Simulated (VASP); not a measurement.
A convergence study with VASP on InAs (zinc blende): one setting is varied, all else stays as given below, so the limit is that of these other settings. The cell's lengths are 1 % over those of the tabulated start and one atom is moved, so it is off equilibrium.

```
CELL_PARAMETERS angstrom
      0.00000     3.06030     3.06030
      3.06030     0.00000     3.06030
      3.06030     3.06030     0.00000
ATOMIC_POSITIONS crystal
  In 0.00000 0.00000 0.00000
  As 0.24010 0.25990 0.25990
```

These are LDA (Ceperley-Alder, Perdew-Zunger), VASP's LDA PAW potentials (set 64) (plane waves; VASP) values and carry that method's errors. The tightest run used: 1000 eV cut-off, 8×8×8 Γ-centred mesh, Gaussian smearing of 0.050 eV, potentials In_d As.

Unless said otherwise, spin-orbit coupling is left out, though it shifts the bands of the heavy elements here. Gaps are read on the run's mesh, which can miss a band edge.

Problem. The settings run are ENCUT = 150; ENCUT = 250; ENCUT = 350; ENCUT = 450; ENCUT = 550; ENCUT = 600; ENCUT = 650; ENCUT = 700; ENCUT = 750; ENCUT = 800; ENCUT = 850; ENCUT = 1000. From which on does the stress (every component) stay within 0.1 GPa of the tightest run?

Solution. From ENCUT = 450 on: it is off by 0.00 there and by no more than 0.1 in any finer run, while ENCUT = 350 is off by 0.24.
```json
[
 {"setting": "ENCUT = 150", "E (eV/atom)": "-2.3996", "pressure (GPa)": "-130.70", "gap on the mesh (eV)": "0.110", "plane waves": "259", "difference judged (GPa)": "128.41"},
 {"setting": "ENCUT = 250", "E (eV/atom)": "-4.4969", "pressure (GPa)": "-2.45", "gap on the mesh (eV)": "0.106", "plane waves": "531", "difference judged (GPa)": "0.15"},
 {"setting": "ENCUT = 350", "E (eV/atom)": "-4.4967", "pressure (GPa)": "-2.54", "gap on the mesh (eV)": "0.106", "plane waves": "877", "difference judged (GPa)": "0.24"},
 {"setting": "ENCUT = 450", "E (eV/atom)": "-4.4976", "pressure (GPa)": "-2.30", "gap on the mesh (eV)": "0.106", "plane waves": "1259", "difference judged (GPa)": "0.00"},
 {"setting": "ENCUT = 550", "E (eV/atom)": "-4.4974", "pressure (GPa)": "-2.32", "gap on the mesh (eV)": "0.106", "plane waves": "1700", "difference judged (GPa)": "0.02"},
 {"setting": "ENCUT = 600", "E (eV/atom)": "-4.4975", "pressure (GPa)": "-2.30", "gap on the mesh (eV)": "0.106", "plane waves": "1930", "difference judged (GPa)": "0.01"},
 {"setting": "ENCUT = 650", "E (eV/atom)": "-4.4975", "pressure (GPa)": "-2.29", "gap on the mesh (eV)": "0.106", "plane waves": "2180", "difference judged (GPa)": "0.00"},
 {"setting": "ENCUT = 700", "E (eV/atom)": "-4.4975", "pressure (GPa)": "-2.30", "gap on the mesh (eV)": "0.106", "plane waves": "2450", "difference judged (GPa)": "0.00"},
 {"setting": "ENCUT = 750", "E (eV/atom)": "-4.4975", "pressure (GPa)": "-2.30", "gap on the mesh (eV)": "0.106", "plane waves": "2698", "difference judged (GPa)": "0.00"},
 {"setting": "ENCUT = 800", "E (eV/atom)": "-4.4975", "pressure (GPa)": "-2.30", "gap on the mesh (eV)": "0.106", "plane waves": "2964", "difference judged (GPa)": "0.00"},
 {"setting": "ENCUT = 850", "E (eV/atom)": "-4.4975", "pressure (GPa)": "-2.29", "gap on the mesh (eV)": "0.106", "plane waves": "3250", "difference judged (GPa)": "0.00"},
 {"setting": "ENCUT = 1000", "E (eV/atom)": "-4.4974", "pressure (GPa)": "-2.30", "gap on the mesh (eV)": "0.106", "plane waves": "4140", "difference judged (GPa)": "0.00"}
]
```

Left out are rungs that failed or repeat a setting and relaxations that didn't move; long series are thinned to 24 rows.

The compound is InAs in the zinc blende structure. The cell was not relaxed at this level, it is distorted from the ideal structure.
